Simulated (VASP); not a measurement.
All values below come from PBE GGA, VASP's PBE PAW potentials (set 64) (plane waves; VASP 6.6.1).

Input for VASP

**POSCAR**
```
Li
2.9115130
 -0.5773503330   0.5773503330   0.5773503330
  0.5773503330  -0.5773503330   0.5773503330
  0.5773503330   0.5773503330  -0.5773503330
Li
1
Cart
  0.0000000000   0.0000000000   0.0000000000
```

### INCAR
```
SYSTEM  =  Li
PREC  =  Accurate; ENCUT  =  400; LREAL  =  F
LASPH  =  T
EDIFF  =  1E-6; NELM  =  100; ALGO  =  Normal
ISMEAR  =  0; SIGMA  =  0.136
GGA  =  PE
ISIF  =  2
LWAVE  =  F; LCHARG  =  F
```

KPOINTS:
```
Automatic mesh
0
Gamma
11 11 11
0 0 0
```

POTCAR, in this order: Li_sv (PBE.64 set). Program: vasp_std.

What VASP printed:

**OSZICAR**
```
       N       E                     dE             d eps       ncg     rms          rms(c)
DAV:   1    -0.402520758931E-02   -0.40252E-02   -0.59196E+02   585   0.347E+02
DAV:   2    -0.185311249521E+01   -0.18491E+01   -0.17802E+01   770   0.522E+01
DAV:   3    -0.191751360590E+01   -0.64401E-01   -0.64398E-01   705   0.660E+00
DAV:   4    -0.191845461657E+01   -0.94101E-03   -0.94101E-03   700   0.761E-01
DAV:   5    -0.191846321699E+01   -0.86004E-05   -0.86004E-05   715   0.708E-02    0.419E-01
DAV:   6    -0.191558825748E+01    0.28750E-02   -0.53602E-04   875   0.161E-01    0.231E-01
DAV:   7    -0.191493633804E+01    0.65192E-03   -0.13266E-03  1055   0.261E-01    0.302E-02
DAV:   8    -0.191492614903E+01    0.10189E-04   -0.36705E-05   580   0.702E-02    0.371E-03
DAV:   9    -0.191493083176E+01   -0.46827E-05   -0.15356E-06   560   0.170E-02    0.533E-04
DAV:  10    -0.191493140787E+01   -0.57611E-06   -0.85596E-08   295   0.389E-03
   1 F= -.19149314E+01 E0= -.19127843E+01  d E =-.429431E-02
```

OUTCAR:
```
------------------------ aborting loop because EDIFF is reached ----------------------------------------
  FORCE on cell =-STRESS in cart. coord.  units (eV):
  Direction    XX          YY          ZZ          XY          YZ          ZX
  --------------------------------------------------------------------------------------
  Total       -0.3447293     -0.3447293     -0.3447293     -0.0000000      0.0000000     -0.0000000
  in kB      -29.0706215    -29.0706215    -29.0706215     -0.0000000      0.0000000     -0.0000000
  external PRESSURE =     -29.0706215 kB  Pullay stress =       0.0000000 kB
  volume of cell :       19.00
      direct lattice vectors                 reciprocal lattice vectors
    -1.680963000  1.680963000  1.680963000     0.000000000  0.297448546  0.297448546
     1.680963000 -1.680963000  1.680963000     0.297448546  0.000000000  0.297448546
     1.680963000  1.680963000 -1.680963000     0.297448546  0.297448546  0.000000000
 POSITION                                       TOTAL-FORCE (eV/Angst)
 -----------------------------------------------------------------------------------
      0.00000      0.00000      0.00000         0.000000      0.000000      0.000000
 -----------------------------------------------------------------------------------
    total drift:                                0.000000     -0.000000     -0.000000
  FREE ENERGIE OF THE ION-ELECTRON SYSTEM (eV)
  ---------------------------------------------------
  free  energy   TOTEN  =        -1.9149314079 eV

  energy  without entropy=       -1.9106370994  energy(sigma->0) =       -1.91278425
```
(Selected blocks of OUTCAR.)

At this cut-off the stress carries a Pulay error, which pulls relaxed volumes low.

The structure comes from a computed database's Li entry; how it stands against other phases isn't given here. The cell was not relaxed at this level.
